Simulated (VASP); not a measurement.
Data:

```xyz
2
Lattice="0.0000 2.4952 2.4952 2.4952 0.0000 2.4952 2.4952 2.4952 0.0000" Properties=species:S:1:pos:R:3 pbc="T T T"
V      0.0000     0.0000     0.0000
Al     2.4952     2.4952     2.4952
```

Computed with PBEsol GGA, VASP's PBE PAW potentials (set 64) (plane waves; VASP 6.6.1). Run with 400 eV cut-off, Gaussian smearing of 0.050 eV, potentials V_sv Al.

### Question
Predict the band gap (along the path) with the smallest direct gap where there is one.

### Answer

```yaml
band gap (along the path): none (metal, semimetal or under 0.01 eV)
```

The structure was generated: VAl was put into the rock salt type (Fm-3m), which need not be its known phase. It was relaxed first, which changed the volume by -40 %. The run is not spin-polarised, so no magnetic state was tried.
